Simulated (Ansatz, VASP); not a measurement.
# NiTe2 (Melonite): VASP beside Ansatz, part 2 of 2

One calculation is typed for both programs; each brings its own data sets. How far apart do they land? The cell is taken from a series of runs on this material, whose earlier steps may have relaxed, scaled, displaced or heated it; both programs get it as it stands.

VASP 6.6.1 and Ansatz 0.2.0.

So far: Set-up; Ansatz: zone-centre phonons, PBEsol.

## Step 3: VASP: zone-centre phonons, PBEsol

Level of this step: PBEsol, no spin polarisation; plane waves and PAW (Ni, Te) (VASP).

The same cell, functional, mesh and smearing now go to VASP, with its own data sets.

Lines of VASP's logs that name or quote its potential files are left out, and so is its time.

Contents of INCAR:

```
SYSTEM = NiTe2
PREC = Accurate
ENCUT = 600
EDIFF = 1E-08
NELM = 120
ISMEAR = 1
SIGMA = 0.2
LREAL = .FALSE.
ALGO = Normal
GGA = PS
NBANDS = 17
LASPH = .TRUE.
LORBIT = 11
LWAVE = .FALSE.
LCHARG = .FALSE.
ISIF = 2
IBRION = 8
GGA_COMPAT = .FALSE.
KPAR = 2
```

Contents of POSCAR:

```
NiTe2
1.0
    3.8358833166      0.0000000000      0.0000000000
   -1.9179416583      3.3219723982      0.0000000000
    0.0000000000      0.0000000000      5.1338068820
Ni Te
1 2
Direct
    0.0000000000      0.0000000000      0.0000000000
    0.3333333333      0.6666666667      0.2514370087
    0.6666666667      0.3333333333      0.7485629913
```

Contents of KPOINTS:

```
Automatic mesh
0
Gamma
6 6 4
0 0 0
```

The projector-augmented-wave data sets are Ni and Te (PBE family, release 64).

Command:

```sh
> mpirun -np 2 vasp_std
```

Numbers of over 12 decimals in the logs are rounded to 6 here.

Log:

```text
[banner, memory and clock lines left out]
running    2 mpi-ranks, on    1 nodes
 distrk:  each k-point on    1 cores,    2 groups
 distr:  one band on    1 cores,    1 groups

 POSCAR found type information on POSCAR NiTe
 POSCAR found :  2 types and       3 ions
|                                                                             |
|               ----> ADVICE to this user running VASP <----                  |
|                                                                             |
|     You enforced a specific xc type in the INCAR file but a different       |
|     [... a line on the potential file left out ...]
|     I HOPE YOU KNOW WHAT YOU ARE DOING!                                     |
|                                                                             |

 LDA part: xc-table for (Slater+PW92), standard interpolation
 POSCAR, INCAR and KPOINTS ok, starting setup
 FFT: planning ... GRIDC
 FFT: planning ... GRID_SOFT
 FFT: planning ... GRID
 WAVECAR not read
 entering main loop
       N       E                     dE             d eps       ncg     rms          rms(c)
DAV:   1     0.118031617468E+03    0.11803E+03   -0.10010E+04   816   0.135E+03
DAV:   2    -0.664209968277E+01   -0.12467E+03   -0.11997E+03   883   0.254E+02
DAV:   3    -0.149357736455E+02   -0.82937E+01   -0.80482E+01  1054   0.700E+01
DAV:   4    -0.151396917829E+02   -0.20392E+00   -0.20365E+00   969   0.101E+01
DAV:   5    -0.151450125775E+02   -0.53208E-02   -0.53206E-02  1114   0.178E+00    0.155E+01
DAV:   6    -0.199892222050E+02   -0.48442E+01   -0.46130E+01   852   0.125E+02    0.232E+01
DAV:   7    -0.142266901395E+02    0.57625E+01   -0.99835E+00  1023   0.760E+01    0.603E+00
DAV:   8    -0.141071794353E+02    0.11951E+00   -0.28461E+00  1043   0.303E+01    0.457E+00
DAV:   9    -0.139973735857E+02    0.10981E+00   -0.76773E-01   938   0.144E+01    0.186E+00
DAV:  10    -0.139973717190E+02    0.18667E-05   -0.22520E-02   906   0.116E+00    0.151E+00
DAV:  11    -0.139963997894E+02    0.97193E-03   -0.20851E-03  1013   0.597E-01    0.538E-01
DAV:  12    -0.139962806416E+02    0.11915E-03   -0.32786E-04   891   0.111E-01    0.259E-01
DAV:  13    -0.139961651536E+02    0.11549E-03   -0.12975E-04  1031   0.197E-01    0.116E-01
DAV:  14    -0.139961296054E+02    0.35548E-04   -0.63567E-05  1179   0.122E-01    0.367E-02
DAV:  15    -0.139961270947E+02    0.25107E-05   -0.79331E-06  1219   0.252E-02    0.257E-02
DAV:  16    -0.139961258874E+02    0.12073E-05   -0.10961E-06  1047   0.181E-02    0.105E-02
DAV:  17    -0.139961250777E+02    0.80974E-06   -0.13965E-06  1131   0.171E-02    0.798E-04
DAV:  18    -0.139961250779E+02   -0.20100E-09   -0.15511E-07   898   0.288E-03    0.797E-04
DAV:  19    -0.139961250768E+02    0.10214E-08   -0.19999E-09   444   0.562E-04
   1 F= -.13996125E+02 E0= -.13997049E+02  d E =0.277036E-02
 Linear response reoptimize wavefunctions to high precision
DAV:   1    -0.139961250981E+02   -0.21281E-07   -0.45268E-09   719   0.108E-03
DAV:   2    -0.139961250982E+02   -0.77534E-10   -0.84163E-10   422   0.269E-04
 Linear response DOF=           4
 Linear response progress:
  Degree of freedom:   1/  4
       N       E                     dE             d eps       ncg     rms          rms(c)
RMM:   1    -0.192895694744E+00   -0.19290E+00   -0.12478E-01  2571   0.247E+00
RMM:   2    -0.186612972734E+00    0.62827E-02   -0.33027E-03  2264   0.659E-01    0.191E-01
RMM:   3    -0.186792823986E+00   -0.17985E-03   -0.29309E-04  2554   0.139E-01    0.112E-01
RMM:   4    -0.187328503277E+00   -0.53568E-03   -0.15904E-04  2556   0.913E-02    0.856E-03
RMM:   5    -0.187336268071E+00   -0.77648E-05   -0.25383E-06  2676   0.154E-02    0.580E-03
RMM:   6    -0.187325978343E+00    0.10290E-04   -0.41314E-07  2265   0.731E-03    0.384E-03
RMM:   7    -0.187323965110E+00    0.20132E-05   -0.17522E-07  2201   0.646E-03    0.784E-04
RMM:   8    -0.187323811321E+00    0.15379E-06   -0.15975E-08  2613   0.138E-03    0.571E-04
RMM:   9    -0.187321656607E+00    0.21547E-05   -0.39018E-09  2709   0.372E-04    0.202E-04
RMM:  10    -0.187321747632E+00   -0.91025E-07    0.36351E-09  2775   0.112E-04    0.151E-04
RMM:  11    -0.187321513441E+00    0.23419E-06   -0.54089E-09  2755   0.451E-05    0.417E-05
RMM:  12    -0.187321507350E+00    0.60902E-08   -0.29835E-09  2872   0.192E-05    0.132E-05
 first order change of Fermi-energy   0.12701E-04
 force on displaced ion       1 direction 1 :  -9.015   0.000   0.000
 Linear response progress:
  Degree of freedom:   2/  4
       N       E                     dE             d eps       ncg     rms          rms(c)
RMM:   1    -0.195990417166E+00   -0.19599E+00   -0.11808E-01  1325   0.245E+00
RMM:   2    -0.190419023422E+00    0.55714E-02   -0.40640E-03  1159   0.674E-01    0.187E-01
RMM:   3    -0.190397202603E+00    0.21821E-04   -0.59757E-04  1277   0.149E-01    0.108E-01
RMM:   4    -0.190657502298E+00   -0.26030E-03   -0.11435E-04  1288   0.808E-02    0.237E-02
RMM:   5    -0.190793328011E+00   -0.13583E-03   -0.10451E-05  1340   0.270E-02    0.950E-03
RMM:   6    -0.190794034170E+00   -0.70616E-06   -0.34263E-07  1104   0.161E-02    0.601E-03
RMM:   7    -0.190795022063E+00   -0.98789E-06   -0.29381E-08  1094   0.770E-03    0.105E-03
RMM:   8    -0.190793240846E+00    0.17812E-05   -0.12010E-07  1344   0.214E-03    0.654E-04
RMM:   9    -0.190789503929E+00    0.37369E-05   -0.49303E-08  1368   0.603E-04    0.312E-04
RMM:  10    -0.190788783522E+00    0.72041E-06    0.52286E-08  1226   0.339E-04    0.983E-05
RMM:  11    -0.190788524053E+00    0.25947E-06   -0.38707E-09  1386   0.101E-04    0.334E-05
RMM:  12    -0.190788477711E+00    0.46342E-07   -0.13997E-09  1386   0.447E-05    0.976E-06
RMM:  13    -0.190788540800E+00   -0.63089E-07    0.11746E-09  1420   0.130E-05    0.634E-06
RMM:  14    -0.190788518911E+00    0.21889E-07   -0.31776E-11  1240   0.981E-06    0.305E-06
RMM:  15    -0.190788532361E+00   -0.13450E-07    0.44254E-10  1271   0.523E-06    0.124E-06
RMM:  16    -0.190788532642E+00   -0.28072E-09    0.30864E-11   633   0.332E-06    0.874E-07
 first order change of Fermi-energy  -0.62131E-03
 force on displaced ion       1 direction 3 :   0.000  -0.000  -7.568
 Linear response progress:
  Degree of freedom:   3/  4
       N       E                     dE             d eps       ncg     rms          rms(c)
RMM:   1    -0.421744907773E-01   -0.42174E-01    0.48747E-02  6303   0.122E+00
RMM:   2    -0.410667892125E-01    0.11077E-02   -0.28195E-03  3868   0.503E-01    0.673E-02
RMM:   3    -0.411265180766E-01   -0.59729E-04   -0.40491E-04  4239   0.125E-01    0.490E-02
RMM:   4    -0.410856267441E-01    0.40891E-04   -0.19345E-05  4354   0.352E-02    0.335E-02
RMM:   5    -0.410631684395E-01    0.22458E-04   -0.67098E-06  4383   0.161E-02    0.247E-03
RMM:   6    -0.410609106748E-01    0.22578E-05    0.46764E-07  4013   0.679E-03    0.328E-03
RMM:   7    -0.410602934981E-01    0.61718E-06    0.12600E-07  3749   0.427E-03    0.186E-03
RMM:   8    -0.410587550897E-01    0.15384E-05    0.19452E-07  4410   0.136E-03    0.576E-04
RMM:   9    -0.410582802485E-01    0.47484E-06   -0.13557E-07  4505   0.399E-04    0.221E-04
RMM:  10    -0.410579471849E-01    0.33306E-06    0.23681E-08  4462   0.163E-04    0.242E-05
RMM:  11    -0.410579159402E-01    0.31245E-07   -0.47119E-09  4605   0.488E-05    0.158E-05
RMM:  12    -0.410578885622E-01    0.27378E-07   -0.28882E-09  4535   0.201E-05    0.387E-06
RMM:  13    -0.410578926502E-01   -0.40881E-08   -0.19677E-09  4897   0.855E-06    0.289E-06
 first order change of Fermi-energy   0.42168E-04
 force on displaced ion       2 direction 1 :  -4.570  -0.002  -0.000
 Linear response progress:
  Degree of freedom:   4/  4
       N       E                     dE             d eps       ncg     rms          rms(c)
RMM:   1    -0.559594845387E-01   -0.55959E-01    0.68940E-02  1892   0.126E+00
RMM:   2    -0.544154441461E-01    0.15440E-02   -0.29151E-03  1253   0.482E-01    0.102E-01
RMM:   3    -0.544001089666E-01    0.15335E-04   -0.33301E-04  1327   0.118E-01    0.744E-02
RMM:   4    -0.543147474091E-01    0.85362E-04   -0.29393E-05  1268   0.436E-02    0.415E-02
RMM:   5    -0.543176171862E-01   -0.28698E-05   -0.69095E-05  1276   0.835E-02    0.436E-02
RMM:   6    -0.542781879155E-01    0.39429E-04   -0.24027E-05  1199   0.524E-02    0.505E-03
RMM:   7    -0.542800128088E-01   -0.18249E-05   -0.94952E-07  1328   0.688E-03    0.399E-03
RMM:   8    -0.542796516065E-01    0.36120E-06   -0.15528E-07  1378   0.190E-03    0.101E-03
RMM:   9    -0.542797011200E-01   -0.49514E-07   -0.75851E-08  1333   0.673E-04    0.105E-03
RMM:  10    -0.542795681648E-01    0.13296E-06   -0.64104E-09  1416   0.202E-04    0.255E-04
RMM:  11    -0.542796247303E-01   -0.56566E-07   -0.67848E-09  1405   0.760E-05    0.147E-04
RMM:  12    -0.542796432065E-01   -0.18476E-07   -0.11121E-09  1269   0.421E-05    0.101E-05
RMM:  13    -0.542796336460E-01    0.95605E-08    0.21944E-09  1452   0.160E-05    0.136E-05
 first order change of Fermi-energy  -0.63388E+00
 force on displaced ion       2 direction 3 :   0.000  -0.000  -7.765
 Linear response finished
```

OUTCAR, selected parts (step 3):

```text
ion  position               nearest neighbor table
   1  0.000  0.000  0.000-   2 2.56   3 2.56   3 2.56   2 2.56   3 2.56   2 2.56
   2  0.333  0.667  0.251-   1 2.56   1 2.56   1 2.56   3 3.38   3 3.38   3 3.38   3 3.40   3 3.40
                             3 3.40
   3  0.667  0.333  0.749-   1 2.56   1 2.56   1 2.56   2 3.38   2 3.38   2 3.38   2 3.40   2 3.40
                             2 3.40

  LATTYP: Found a hexagonal cell.
 ALAT       =     3.8358833166
 C/A-ratio  =     1.3383636723

 Subroutine GETGRP returns: Found 12 space group operations
 (whereof 12 operations were pure point group operations)

The static configuration has the point symmetry D_3d.

 Found     24 irreducible k-points:

   k-points           NKPTS =     24   k-points in BZ     NKDIM =     24   number of bands    NBANDS=     17

   dimension x,y,z NGX =    32 NGY =   32 NGZ =   42
   dimension x,y,z NGXF=    64 NGYF=   64 NGZF=   84

   ENCUT  =  600.0 eV  44.10 Ry    6.64 a.u.   7.66  7.66 10.25*2*pi/ulx,y,z

   NELECT =      22.0000    total number of electrons

 k-points in reciprocal lattice and weights: Automatic mesh
   0.00000000  0.00000000  0.00000000       0.007
   0.16666667 -0.00000000  0.00000000       0.042
   0.33333333  0.00000000  0.00000000       0.042
   0.50000000  0.00000000  0.00000000       0.021
   0.16666667  0.16666667  0.00000000       0.042
   0.33333333  0.16666667  0.00000000       0.083
   0.33333333  0.33333333  0.00000000       0.014
   0.00000000  0.00000000  0.25000000       0.014
   0.16666667 -0.00000000  0.25000000       0.042
[...]
0.33333333  0.16666667  0.50000000       0.083
   0.33333333  0.33333333  0.50000000       0.014

 average (electrostatic) potential at core
       1 -82.8839       2 -86.1793       3 -86.1793

  Total       -0.1027231     -0.1027231     -0.0003894      0.0000000      0.0000000      0.0000000
  in kB       -2.5158106     -2.5158106     -0.0095373      0.0000000      0.0000000      0.0000000
  external PRESSURE =      -1.6803862 kB  Pullay stress =       0.0000000 kB

  energy-cutoff  :      600.00
  volume of cell :       65.42
      direct lattice vectors                 reciprocal lattice vectors
     3.835883317  0.000000000  0.000000000     0.260696147  0.150512990  0.000000000
    -1.917941658  3.321972398  0.000000000     0.000000000  0.301025981  0.000000000
     0.000000000  0.000000000  5.133806882     0.000000000  0.000000000  0.194787226

 POSITION                                       TOTAL-FORCE (eV/Angst)
 -----------------------------------------------------------------------------------
      0.00000      0.00000      0.00000         0.000000      0.000000      0.000000
     -0.00000      2.21465      1.29083        -0.000000      0.000000     -0.019717
      1.91794      1.10732      3.84298         0.000000     -0.000000      0.019717
 -----------------------------------------------------------------------------------
    total drift:                               -0.000000     -0.000000     -0.000000

 Eigenvectors and eigenvalues of the dynamical matrix
 ----------------------------------------------------

   1 f  =    6.797566 THz    42.710364 2PiTHz  226.742379 cm-1    28.112459 meV
             X         Y         Z           dx          dy          dz
      0.000000  0.000000  0.000000     0.000000    0.901372   -0.000000
     -0.000000  2.214648  1.290829    -0.000000   -0.306210    0.000000
      1.917942  1.107324  3.842978    -0.000000   -0.306210    0.000000

   2 f  =    6.797566 THz    42.710364 2PiTHz  226.742379 cm-1    28.112459 meV
             X         Y         Z           dx          dy          dz
      0.000000  0.000000  0.000000    -0.901372    0.000000    0.000000
     -0.000000  2.214648  1.290829     0.306210   -0.000000   -0.000000
      1.917942  1.107324  3.842978     0.306210   -0.000000    0.000000

   3 f  =    6.226028 THz    39.119289 2PiTHz  207.677949 cm-1    25.748772 meV
             X         Y         Z           dx          dy          dz
      0.000000  0.000000  0.000000     0.000000   -0.000000   -0.901655
     -0.000000  2.214648  1.290829     0.000000    0.000000    0.305793
      1.917942  1.107324  3.842978     0.000000    0.000000    0.305793

   4 f  =    4.742992 THz    29.801100 2PiTHz  158.209199 cm-1    19.615432 meV
             X         Y         Z           dx          dy          dz
      0.000000  0.000000  0.000000     0.000000    0.000000    0.000000
     -0.000000  2.214648  1.290829     0.000000   -0.000000    0.707107
      1.917942  1.107324  3.842978     0.000000    0.000000   -0.707107

   5 f  =    2.973522 THz    18.683188 2PiTHz   99.186010 cm-1    12.297492 meV
             X         Y         Z           dx          dy          dz
      0.000000  0.000000  0.000000    -0.000000    0.000000    0.000000
     -0.000000  2.214648  1.290829     0.000005   -0.707107   -0.000000
      1.917942  1.107324  3.842978    -0.000005    0.707107    0.000000

   6 f  =    2.973522 THz    18.683188 2PiTHz   99.186010 cm-1    12.297492 meV
             X         Y         Z           dx          dy          dz
      0.000000  0.000000  0.000000    -0.000000    0.000000   -0.000000
     -0.000000  2.214648  1.290829     0.707107    0.000005    0.000000
      1.917942  1.107324  3.842978    -0.707107   -0.000005    0.000000

   7 f/i=    0.000334 THz     0.002097 2PiTHz    0.011133 cm-1     0.001380 meV
             X         Y         Z           dx          dy          dz
      0.000000  0.000000  0.000000     0.000000    0.000000    0.432456
     -0.000000  2.214648  1.290829     0.000000   -0.000000    0.637566
      1.917942  1.107324  3.842978     0.000000    0.000000    0.637566

   8 f/i=    0.004813 THz     0.030238 2PiTHz    0.160528 cm-1     0.019903 meV
             X         Y         Z           dx          dy          dz
      0.000000  0.000000  0.000000     0.141909   -0.409134    0.000000
     -0.000000  2.214648  1.290829     0.208864   -0.602172   -0.000000
      1.917942  1.107324  3.842978     0.208864   -0.602172    0.000000

   9 f/i=    0.004813 THz     0.030238 2PiTHz    0.160528 cm-1     0.019903 meV
             X         Y         Z           dx          dy          dz
      0.000000  0.000000  0.000000    -0.409134   -0.141909   -0.000000
     -0.000000  2.214648  1.290829    -0.602172   -0.208864    0.000000
      1.917942  1.107324  3.842978    -0.602172   -0.208864    0.000000

 ELASTIC MODULI CONTR FROM IONIC RELAXATION (kBar)
 Direction    XX          YY          ZZ          XY          YZ          ZX
 --------------------------------------------------------------------------------
 XX        -189.0469    -51.6288   -200.5478      0.0000    123.9033     -0.0000
 YY         -51.6288   -189.0469   -200.5478     -0.0000   -123.9033      0.0000
 ZZ        -200.5478   -200.5478   -334.2208      0.0000     -0.0000     -0.0000
 XY           0.0000     -0.0000      0.0000    -68.7091     -0.0000    103.3180
 YZ         123.9033   -123.9033     -0.0000     -0.0000   -223.4351      0.0000
 ZX          -0.0000      0.0000     -0.0000    103.3180      0.0000   -155.3595
 --------------------------------------------------------------------------------
```

This run has no spin polarisation, so a moment on Ni, if there is one, isn't seen. Energies printed during the response cycles are not total energies of the cell. The k-mesh is coarse for a metal. The PAW data sets were made with PBE, which is usual practice but a small mismatch for other functionals.

## Step 4: Differences

Known differences besides the potentials themselves: VASP's run holds the zone centre alone; the data sets hold 50 valence electrons in Ansatz (on its PAW soft_1 files) and 22 in VASP; the cutoff is 420 eV in Ansatz and 600 eV in VASP; Ansatz makes its cores anew for this functional, VASP keeps those of its PBE data sets. Total energies have different zeros and are not compared.

The two programs side by side:

```
                  quantity  Ansatz   VASP  difference
optical mode 1 to 2 (cm⁻¹)    98.3   99.2     -0.84 %
     optical mode 3 (cm⁻¹)   157.7  158.2     -0.30 %
     optical mode 4 (cm⁻¹)   208.1  207.7     +0.21 %
optical mode 5 to 6 (cm⁻¹)   227.3  226.7     +0.25 %
```

Modes are paired by rising frequency, not by their patterns, so a pair may set unlike modes beside each other; they are those without the splitting of longitudinal modes.

## Step 5: Summary of results

| Item | Value |
| --- | --- |
| r.m.s. difference of the optical zone-centre modes, each program's sorted by frequency (zone-centre phonons, PBEsol) | 0.64 cm⁻¹ |
| difference in optical mode 1 to 2 (zone-centre phonons, PBEsol) | -0.8 % |

In words: The r.m.s. difference of the optical zone-centre modes, each program's sorted by frequency is 0.64 cm⁻¹ (zone-centre phonons, PBEsol). The data sets hold unlike numbers of valence electrons (50 in Ansatz and 22 in VASP), so part of the differences comes from the potentials. Among the rows given in per cent, the largest difference of the zone-centre phonons, PBEsol pair is in optical mode 1 to 2, -0.8 %. How closely two codes agree says nothing of how well the functional describes the real material.

[Lines on the potential files, build, host, timing and source positions are cut from VASP's logs without a mark.]

[Logs are printed without paths, hosts, clocks, repeated set-up lines and the standing remarks that a program may print on its own settings, such as how far it seeks lower states.]

[Hosts, paths, dates, database ids (printed as entryN), source tags and the programs' standing remarks are cut or masked in the printed files.]
